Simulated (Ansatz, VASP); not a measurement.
# Cross-check of Ta3Sb between VASP and Ansatz

One calculation is typed for both programs; each brings its own data sets. How far apart do they land? The structure shown comes from an earlier Ansatz run, which isn't shown and may have moved the atoms alone.

Calculated with Ansatz 0.2.0; plane waves, with VASP 6.6.1 beside it; elastic constants at LDA.

## Step 1: Starting point

Symmetry: Pm-3n, No. 223, cubic system. Conventional cell: a = 5.201 Å, b = 5.201 Å, c = 5.201 Å, α = 90.00°, β = 90.00°, γ = 90.00°. Nearest to Ta lie 2 Ta at 2.60 Å and 4 Sb at 2.91 Å. Nearest to Sb lie 12 Ta at 2.91 Å. Farther neighbours are not listed.

## Step 2: Ansatz: elastic constants, LDA

Ansatz runs on its PAW soft_1 files.

Elastic constants are differences of stresses under small strains, so they test the stress and the mesh.

File input.yaml:

```yaml
crystal:
  lattice:
    - [5.2007352997, 0.0, 0.0]
    - [0.0, 5.2007352997, 0.0]
    - [0.0, 0.0, 5.2007352997]
  atoms:
    - { symbol: Ta, position: [0.25, 0.0, 0.5] }
    - { symbol: Ta, position: [0.5, 0.75, 0.0] }
    - { symbol: Ta, position: [0.75, 0.0, 0.5] }
    - { symbol: Ta, position: [0.5, 0.25, 0.0] }
    - { symbol: Ta, position: [0.0, 0.5, 0.75] }
    - { symbol: Ta, position: [0.0, 0.5, 0.25] }
    - { symbol: Sb, position: [0.0, 0.0, 0.0] }
    - { symbol: Sb, position: [0.5, 0.5, 0.5] }
kpoints:
  mp_grid: { grid: [4, 4, 4] }
hamiltonian:
  xc: lda
  pseudopotentials: { kind: paw, azcp: { folder: soft_1 }, xc_functional: pbe }
scf:
  occupations: { method: gaussian, width: 0.1 }
output:
  forces: true
  stress: true
  eigenvalues: true
basis:
  ecutwfc: 260.0
elastic:
  mode: relaxed_ion
  amplitude: 0.01
  stencil: two_point
```

Run with:

```
$ ansatz run input.yaml --threads 4 --pin off --max-ram 8192MiB --backend cpu --events-out ev --progress --plain --runs-dir out
```

Numbers of over 12 decimals in the logs are rounded to 6 here.

The log of the run:

```text
Warning: basis.ecutwfc = 260 eV is below the records' recommended 420 eV, and the density's cutoff is lower with it unless basis.ecutrho_ratio is high enough to keep the records' density cutoff: compare with a run at a higher cutoff
Engine: ansatz 0.2.0, x86_64-unknown-linux-gnu
Pseudopotentials: kind: paw
Pseudopotential: Ta, paw, valence charge 13, recommended cutoff 420 eV (normal), soft_1/Ta.paw.azcp
Pseudopotential: Sb, paw, valence charge 15, recommended cutoff 420 eV (normal), soft_1/Sb.paw.azcp
Functional definition: SPW92
  exchange = slater_x
  correlation = pw_c
Crystal: 8 atoms, lattice volume = 140.668 Å³
Basis set: ecut = 260 eV, 1357 PW (Γ)
Bands: 65, of which v1, the nominal top of the filled ones, is band 54 counted from 1 (53 counted from 0)
Symmetry: 48 space group operations
Space group: Pm-3n (ITA 223), of the structure as read, at distance tolerance 5.2e-5 Å
k-points: 10 of 64
Non-local potential: Ta, projectors of the file, l = 0: 3, l = 1: 2, l = 2: 2, l = 3: 1
Non-local potential: Sb, projectors of the file, l = 0: 2, l = 1: 2, l = 2: 2, l = 3: 1
PAW form: soft (Blöchl's): semilocal exchange-correlation on the pseudo side does not see the compensation charge
PAW frozen core: Ta, regenerated for the run's functional, and the local potential with it (the file was generated under x = pbe(κ = 0.804, μ = 0.219515), c = pbe(β = 0.066725))
PAW frozen core: Sb, regenerated for the run's functional, and the local potential with it (the file was generated under x = pbe(κ = 0.804, μ = 0.219515), c = pbe(β = 0.066725))
PAW one-centre angular grid: Ta, 590 points (default); XC on 64 Gauss nodes
PAW one-centre angular grid: Sb, 590 points (default); XC on 64 Gauss nodes
Initial density: superposition of atomic densities (chi_scale 0.1, normalization cell, long waves kept (reshape's long-wave potential 0.00 eV rms))
Initial wavefunctions: pseudopotential atomic-orbital guess
Functional: x = slater, c = lda
SCF iter   1: F=—  HF=-70775.084793 eV  |F-HF|=—  |Δ(HF+E_count)|=         —  Δρ=5.73e-2  dr2=9.44e0  ethr=3.10e-3  ⟨swp⟩=5.2  Hψ=2314  notcnv=0
preconditioner: auto → Resta (q_TF=auto, 2.611 Å⁻¹)  ε∞=12.5  [insulator: Δε(μ)=0.148 eV  Ē_g=5.833 eV  σ=0.100 eV  W_gap=0.67  n_scr=32 (ndim 8)  ℏωp=19.8 eV  f_vac=0.000  D(μ)=1.27/eV (n_scr^D=6)  ε∞_Penn≈12.5]
SCF iter   2: F=—  HF=-70772.542985 eV  |F-HF|=—  |Δ(HF+E_count)|=    2.54e0  Δρ=3.27e-2  dr2=3.06e0  ethr=3.10e-3  ⟨swp⟩=2.2  Hψ=1111  notcnv=0  defer=46
preconditioner: auto → Kerker (q_TF=auto, 2.611 Å⁻¹)  [metal: Δε(μ)=0.095 eV  Ē_g=5.899 eV  σ=0.100 eV  W_gap=0.48  n_scr=32 (ndim 8)  ℏωp=19.8 eV  f_vac=0.000  D(μ)=1.68/eV (n_scr^D=6)]
SCF iter   3: F=—  HF=-70771.455228 eV  |F-HF|=—  |Δ(HF+E_count)|=    1.09e0  Δρ=5.47e-3  dr2=8.18e-2  ethr=2.83e-3  ⟨swp⟩=2.5  Hψ=867  notcnv=0  defer=46
SCF iter   4: F=—  HF=-70771.426316 eV  |F-HF|=—  |Δ(HF+E_count)|=   2.89e-2  Δρ=9.95e-4  dr2=1.08e-3  ethr=7.58e-5  ⟨swp⟩=2.3  Hψ=1018  notcnv=0  defer=45
SCF iter   5: F=—  HF=-70771.425935 eV  |F-HF|=—  |Δ(HF+E_count)|=   3.80e-4  Δρ=1.32e-4  dr2=2.33e-5  ethr=9.96e-7  ⟨swp⟩=2.0  Hψ=807  notcnv=0  defer=45
SCF iter   6: F=—  HF=-70771.425932 eV  |F-HF|=—  |Δ(HF+E_count)|=   3.51e-6  Δρ=2.09e-5  dr2=5.62e-7  ethr=2.16e-8  ⟨swp⟩=2.4  Hψ=929  notcnv=0  defer=45
SCF iter   7: F=—  HF=-70771.425935 eV  |F-HF|=—  |Δ(HF+E_count)|=   3.43e-6  Δρ=3.18e-6  dr2=1.56e-8  ethr=5.20e-10  ⟨swp⟩=2.0  Hψ=882  notcnv=0  defer=45
SCF iter   8: F=—  HF=-70771.425935 eV  |F-HF|=—  |Δ(HF+E_count)|=   5.88e-9  Δρ=5.95e-7  dr2=5.23e-10  ethr=1.45e-11  ⟨swp⟩=2.0  Hψ=802  notcnv=0  defer=45
SCF iter   9: F=—  HF=-70771.425935 eV  |F-HF|=—  |Δ(HF+E_count)|=  2.62e-10  Δρ=8.55e-8  dr2=7.67e-12  ethr=4.85e-13 (applied; sched 1.00e-12)  ⟨swp⟩=2.0  Hψ=909  notcnv=0  defer=45
SCF iter  10: F=—  HF=-70771.425935 eV  |F-HF|=—  |Δ(HF+E_count)|=    0.00e0  Δρ=1.10e-8  dr2=1.35e-13  ethr=7.10e-15 (applied; sched 1.00e-12)  ⟨swp⟩=2.5  Hψ=877  notcnv=0  defer=45
[...]
SCF 1 converged in 11 iterations: F = -70771.425935 eV  dr2 = 3.43e-15
  greatest PAW one-centre occupation: 0.999 electrons in one spin orbital (limit 2), on the Sb atom at site 6 (counted from 0), in its partial waves of l = 2
Crystal: 8 atoms, lattice volume = 139.261 Å³
Symmetry: 16 space group operations
k-points: 18 of 64
Initial density: handed on by an earlier stage of this run
Initial wavefunctions: pseudopotential atomic-orbital guess (no wavefunctions were taken with the density)
[...]
SCF iter   7: F=-70771.429251 eV  HF=-70771.429251 eV  |F-HF|=1.46e-11  |Δ(HF+E_count)|=  1.46e-11  Δρ=3.98e-9  dr2=1.79e-14  ethr=1.00e-12  ⟨swp⟩=2.9  Hψ=4673  notcnv=0
SCF 19 converged in 7 iterations: F = -70771.429251 eV  dr2 = 1.79e-14
relax step   3: F+E_penalty+E_count = -70771.42925129 eV  Δ(F+E_penalty+E_count) = -6.712e-6 eV  max|allowed force component| = 1.224e-4 eV/Å  Δτ_max = 0.0003 Å  (7 SCF iters, accepted)
SCF iter   1: F=—  HF=-70771.429251 eV  |F-HF|=—  |Δ(HF+E_count)|=         —  Δρ=1.51e-6  dr2=5.20e-9  ethr=1.42e-10  ⟨swp⟩=4.7  Hψ=4739  notcnv=0  defer=28
SCF iter   2: F=—  HF=-70771.429251 eV  |F-HF|=—  |Δ(HF+E_count)|=   1.02e-9  Δρ=9.62e-7  dr2=2.45e-9  ethr=4.81e-12  ⟨swp⟩=1.2  Hψ=1580  notcnv=0  defer=28
SCF iter   3: F=—  HF=-70771.429251 eV  |F-HF|=—  |Δ(HF+E_count)|=  8.29e-10  Δρ=1.78e-7  dr2=1.96e-11  ethr=2.27e-12  ⟨swp⟩=2.0  Hψ=1689  notcnv=0  defer=28
SCF iter   4: F=—  HF=-70771.429251 eV  |F-HF|=—  |Δ(HF+E_count)|=  1.46e-11  Δρ=3.04e-8  dr2=2.32e-12  ethr=1.81e-14 (applied; sched 1.00e-12)  ⟨swp⟩=2.0  Hψ=2359  notcnv=0  defer=100
SCF iter   5: F=—  HF=-70771.429251 eV  |F-HF|=—  |Δ(HF+E_count)|=  2.91e-11  Δρ=6.73e-9  dr2=1.29e-13  ethr=2.15e-15 (applied; sched 1.00e-12)  ⟨swp⟩=2.0  Hψ=1685  notcnv=0  defer=100
SCF iter   6: F=-70771.429251 eV  HF=-70771.429251 eV  |F-HF|=0.00e0  |Δ(HF+E_count)|=    0.00e0  Δρ=1.03e-9  dr2=2.93e-15  ethr=1.00e-12  ⟨swp⟩=3.9  Hψ=3746  notcnv=0
SCF 20 converged in 6 iterations: F = -70771.429251 eV  dr2 = 2.93e-15
relax step   4: F+E_penalty+E_count = -70771.42925129 eV  Δ(F+E_penalty+E_count) = -4.249e-9 eV  max|allowed force component| = 2.931e-6 eV/Å  Δτ_max = 0.0000 Å  (6 SCF iters, accepted)
iter 1 solved again at ethr=1.00e-12 eV; its pass at ethr=3.10e-3 eV (dr2=3.23e-14 eV) is discarded
SCF iter   1: F=—  HF=-70771.429251 eV  |F-HF|=—  |Δ(HF+E_count)|=         —  Δρ=1.05e-9  dr2=3.01e-15  ethr=1.00e-12  ⟨swp⟩=2.1  Hψ=5473  notcnv=0
SCF iter   2: F=-70771.429251 eV  HF=-70771.429251 eV  |F-HF|=1.46e-11  |Δ(HF+E_count)|=  2.91e-11  Δρ=6.49e-10  dr2=1.22e-15  ethr=1.00e-12  ⟨swp⟩=4.0  Hψ=4098  notcnv=0
SCF 21 converged in 2 iterations: F = -70771.429251 eV  dr2 = 1.22e-15
SCF converged after 11 iterations
Free energy (F): -70771.425935 eV
Harris-Foulkes:  -70771.425935 eV  (|F-HF|=1.46e-11)
Internal energy: -70771.415461 eV  (E = F + TS)
E sigma→0 (E₀):  -70771.420698 eV
Entropy (-TS):   -0.010474 eV (-1.309 meV/atom)
Fermi energy:    19.182050 eV
--- Per-component energies (eV) ---
  E_band       = -690.801877
  E_kinetic    = 2718.548549
  E_local      = -5469.911429  (includes V_loc(G=0)·N_el)
  E_nonlocal   = 752.090224
  E_hartree    = 2142.610850
  E_xc         = -2116.469771
  E_vxc        = -1598.549168  (∫ρ·V_xc dr)
  E_paw        = -57143.582921  (= ΣΔE_a)
  E_vpaw       = -1378.207600  (= ΣTr[D̂ρ^β])
  E_aug_tail   = 0.005846  (compensation charges beyond the density's cutoff)
  E_ewald      = -11657.378414
  E_core_change = 2.671604  (= ΣΔE_core)
  E_smearing   = -0.010474  (= −TS)
  E_closure    = 0.000000  (closes the sum)
  Σ components = -70771.425935   (vs F -70771.425935, Δ=0.00e0)
--- Forces (eV/Å), atoms counted from 1 ---
  atom   1  Ta     0.00000000    -0.00000000     0.00000000
  atom   2  Ta     0.00000000     0.00000000     0.00000000
  atom   3  Ta    -0.00000000     0.00000000     0.00000000
  atom   4  Ta    -0.00000000    -0.00000000    -0.00000000
  atom   5  Ta     0.00000000     0.00000000     0.00000000
  atom   6  Ta     0.00000000     0.00000000     0.00000000
  atom   7  Sb     0.00000000    -0.00000000     0.00000000
  atom   8  Sb     0.00000000    -0.00000000     0.00000000
  max |Σ_I F_I| component: 8.96e-18 eV/Å
--- Stress (GPa, compression-positive) ---
       -0.005526       0.000000       0.000000
        0.000000      -0.005526       0.000000
        0.000000       0.000000      -0.005526
  P = ⅓ Tr σ = -0.0055 GPa (-0.055 kbar)
--- Band table (eV; the first three rows and the last of 10) ---
  k-point 0: bands = [... 50 lower, 18.1379, 18.1379, 18.8903, 18.8903, 19.4028, 21.9509, 21.9509, 21.9509, ... 7 higher]
  k-point 1: bands = [... 50 lower, 18.0343, 18.0962, 18.8602, 18.8801, 20.4569, 20.6459, 21.5999, 21.5999, ... 7 higher]
  k-point 2: bands = [... 50 lower, 17.8819, 17.8819, 18.1676, 18.1676, 20.7067, 20.7067, 21.5709, 21.5709, ... 7 higher]
  k-point 9: bands = [... 50 lower, 18.8939, 18.8939, 19.0075, 19.0075, 19.0075, 19.0075, 19.0075, 19.0075, ... 7 higher]
--- Elastic constants: 2 strain directions × 2 members + reference (group order 48) ---
  dense FFT box of the reference and of every strained cell: 30×30×30
  strains applied: 11, 23; error gains: componentwise 1.00 (the most a stress slope's error grows in a printed constant), spectral 1.73 (1 for all six strains in a standard setting)
  C = ∂σ_k/∂η_j (tension-positive GPa; Voigt order 11 22 33 23 13 12):
       410.059    116.863    116.863     -0.000     -0.000     -0.000
       116.863    410.059    116.863     -0.000     -0.000     -0.000
       116.863    116.863    410.059     -0.000     -0.000     -0.000
        -0.000     -0.000      0.000     62.177     -0.000      0.000
         0.000      0.000     -0.000      0.000     62.177      0.000
        -0.000     -0.000     -0.000      0.000      0.000     62.177
  reference stress σ⁰ (GPa):      0.006      0.006      0.006     -0.000     -0.000     -0.000
  C* (energy form; C + prestress term) asymmetry max|C*_kj − C*_jk| = 8.527e-14 GPa — a small one proves nothing (zero by symmetry where the batch's group is 432, −43m or m−3m); a large one is finite-difference/SCF noise where every solve meets its electron count
  moduli (Voigt/Reuss/Hill, GPa): K = 214.60/214.60/214.60   G = 95.95/80.79/88.37   E = 233.10   ν = 0.319
  mechanically stable: yes (min eigenvalue of sym C = 62.18 GPa)
  strain η (Voigt 11):  stress-route row diagonal C_11 = 410.06 GPa, energy-path curvature d²(F+E_count+ΔE)/dδ²/Ω₀ = 460.83 GPa
         δ    σ_11 (GPa)             F (eV)   n_scf  n_hpsi   n_pw
    -1.000e-2      -4.3253      -70771.4065476       2    8571   1357   relax 4 steps, max|allowed force component| 3.27e-8 eV/Å
     1.000e-2       3.8759      -70771.4167711       2    8619   1376   relax 3 steps, max|allowed force component| 2.07e-7 eV/Å
  strain η (Voigt 23):  stress-route row diagonal C_44 = 62.18 GPa, energy-path curvature d²(F+E_count+ΔE)/dδ²/Ω₀ = 78.47 GPa
         δ    σ_23 (GPa)             F (eV)   n_scf  n_hpsi   n_pw
    -1.000e-2      -0.6218      -70771.4292513       2   10071   1357   relax 5 steps, max|allowed force component| 2.67e-6 eV/Å
     1.000e-2       0.6218      -70771.4292513       2   10063   1357   relax 4 steps, max|allowed force component| 2.93e-6 eV/Å
```

(Part 1 of 2 ends here.)

[Lines on the potential files, build, host, timing and source positions are cut from VASP's logs without a mark.]

[Logs are printed without paths, hosts, clocks, repeated set-up lines and the standing remarks that a program may print on its own settings, such as how far it seeks lower states.]

[Hosts, paths, dates, database ids (printed as entryN), source tags and the programs' standing remarks are cut or masked in the printed files.]
